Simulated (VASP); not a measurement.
Calculation: RPBE GGA, VASP's PBE PAW potentials (set 64) (plane waves; VASP).

VASP input:

### POSCAR
```
FeAl
1
    2.8891789893     0.0000000000     0.0000000000
    0.0000000000     2.8891789893     0.0000000000
    0.0000000000     0.0000000000     2.8891789893
Al Fe
1 1
Direct
  0.5000000000   0.5000000000   0.5000000000
  0.0000000000   0.0000000000   0.0000000000
```

INCAR:
```
LREAL = .FALSE.   # projection in real space or not
LWAVE = .FALSE.
ISIF = 2   # forces and stress, cell fixed
ISMEAR = -5   # tetrahedra, Bloechl
PREC = Accurate
SYSTEM = FeAl
ENCUT = 520   # plane-wave cut-off (eV)
ALGO = Normal
LORBIT = 11
GGA = RP   # RPBE
EDIFF = 1E-7
NEDOS = 601
LCHARG = .TRUE.
LASPH = .TRUE.   # aspherical one-centre terms
NELM = 100
LMAXMIX = 4   # l cut-off of mixed one-centre charges
```

### KPOINTS
```
Automatic mesh
0
Gamma
  14 14 14
```

POTCAR, in this order: Al Fe (PBE.64 set). Program: vasp_std.

Output of the run:

OUTCAR:
```
 ion  position               nearest neighbor table
   1  0.500  0.500  0.500-   2 2.50   2 2.50   2 2.50   2 2.50   2 2.50   2 2.50   2 2.50   2 2.50
  LATTYP: Found a simple cubic cell.
 ALAT       =     2.8891789893
 Subroutine PRICEL returns:
 Original cell was already a primitive cell.
 Subroutine GETGRP returns: Found 48 space group operations
The static configuration has the point symmetry O_h .
The dynamic configuration has the point symmetry O_h .
 Subroutine INISYM returns: Found 48 space group operations
 Subroutine IBZKPT returns following result:
 Found    120 irreducible k-points:

 Following reciprocal coordinates:
            Coordinates               Weight
  0.000000  0.000000  0.000000      1.000000
  0.071429  0.000000  0.000000      6.000000
  0.142857  0.000000  0.000000      6.000000
  0.214286  0.000000  0.000000      6.000000
  0.285714  0.000000  0.000000      6.000000
  0.357143  0.000000  0.000000      6.000000
  0.428571  0.000000  0.000000      6.000000
  0.500000  0.000000  0.000000      3.000000
  0.071429  0.071429  0.000000     12.000000
  0.142857  0.071429  0.000000     24.000000
  0.214286  0.071429  0.000000     24.000000
  0.285714  0.071429  0.000000     24.000000
  0.357143  0.071429  0.000000     24.000000
  0.428571  0.071429  0.000000     24.000000
  0.500000  0.071429  0.000000     12.000000
  0.142857  0.142857  0.000000     12.000000
  0.214286  0.142857  0.000000     24.000000
  0.285714  0.142857  0.000000     24.000000
  0.357143  0.142857  0.000000     24.000000
  0.428571  0.142857  0.000000     24.000000
  0.500000  0.142857  0.000000     12.000000
  0.214286  0.214286  0.000000     12.000000
  0.285714  0.214286  0.000000     24.000000
  0.357143  0.214286  0.000000     24.000000
  0.428571  0.214286  0.000000     24.000000
...
```

### OSZICAR
```
       N       E                     dE             d eps       ncg     rms          rms(c)
DAV:   1     0.319656164581E+02    0.31966E+02   -0.50772E+03  2176   0.122E+03
DAV:   2    -0.124485975649E+02   -0.44414E+02   -0.42887E+02  2185   0.176E+02
DAV:   3    -0.136862894258E+02   -0.12377E+01   -0.12188E+01  2555   0.403E+01
DAV:   4    -0.137103293787E+02   -0.24040E-01   -0.24044E-01  2716   0.496E+00
DAV:   5    -0.137108811814E+02   -0.55180E-03   -0.55192E-03  2632   0.666E-01    0.136E+01
DAV:   6    -0.158869815270E+02   -0.21761E+01   -0.75698E+01  2490   0.135E+02    0.188E+01
DAV:   7    -0.118466207127E+02    0.40404E+01   -0.38048E+01  2438   0.841E+01    0.259E+00
DAV:   8    -0.118198134937E+02    0.26807E-01   -0.21889E-01  2369   0.573E+00    0.154E+00
DAV:   9    -0.118063056520E+02    0.13508E-01   -0.49872E-02  2627   0.343E+00    0.342E-01
DAV:  10    -0.118059378230E+02    0.36783E-03   -0.12949E-03  3004   0.512E-01    0.176E-01
DAV:  11    -0.118059212015E+02    0.16622E-04   -0.26677E-05  2323   0.524E-02    0.972E-03
DAV:  12    -0.118059210430E+02    0.15849E-06   -0.49122E-06  3144   0.287E-02    0.526E-03
DAV:  13    -0.118059209452E+02    0.97860E-07   -0.13008E-07  1201   0.431E-03
   1 F= -.11805921E+02 E0= -.11805921E+02  d E =0.000000E+00
```

File OUTCAR:
```
------------------------ aborting loop because EDIFF is reached ----------------------------------------
  FORCE on cell =-STRESS in cart. coord.  units (eV):
  Direction    XX          YY          ZZ          XY          YZ          ZX
  --------------------------------------------------------------------------------------
  Total        0.0050947      0.0050947      0.0050947     -0.0000000     -0.0000000     -0.0000000
  in kB        0.3384603      0.3384603      0.3384603     -0.0000000     -0.0000000     -0.0000000
  external PRESSURE =       0.3384603 kB  Pullay stress =       0.0000000 kB
  volume of cell :       24.12
      direct lattice vectors                 reciprocal lattice vectors
     2.889178989  0.000000000  0.000000000     0.346119089  0.000000000  0.000000000
     0.000000000  2.889178989  0.000000000     0.000000000  0.346119089  0.000000000
     0.000000000  0.000000000  2.889178989     0.000000000  0.000000000  0.346119089
 POSITION                                       TOTAL-FORCE (eV/Angst)
 -----------------------------------------------------------------------------------
      1.44459      1.44459      1.44459         0.000000      0.000000      0.000000
      0.00000      0.00000      0.00000         0.000000      0.000000      0.000000
 -----------------------------------------------------------------------------------
    total drift:                                0.000000      0.000000      0.000000
  FREE ENERGIE OF THE ION-ELECTRON SYSTEM (eV)
  ---------------------------------------------------
  free  energy   TOTEN  =       -11.8059209452 eV

  energy  without entropy=      -11.8059209452  energy(sigma->0) =      -11.80592095

 total charge

# of ion       s       p       d       tot
------------------------------------------
    1        0.400   0.430   0.000   0.830
    2        0.423   0.485   6.472   7.380
--------------------------------------------------
tot          0.823   0.915   6.472   8.210
```
(Selected blocks of OUTCAR.)

For a metal the tetrahedron method with Blöchl corrections gives inexact stress and forces.

The compound is FeAl in the CsCl type structure. It was relaxed first. The run is not spin-polarised, so no magnetic state was tried. The electron count is odd and the run is not spin-polarised, which forces a metal.
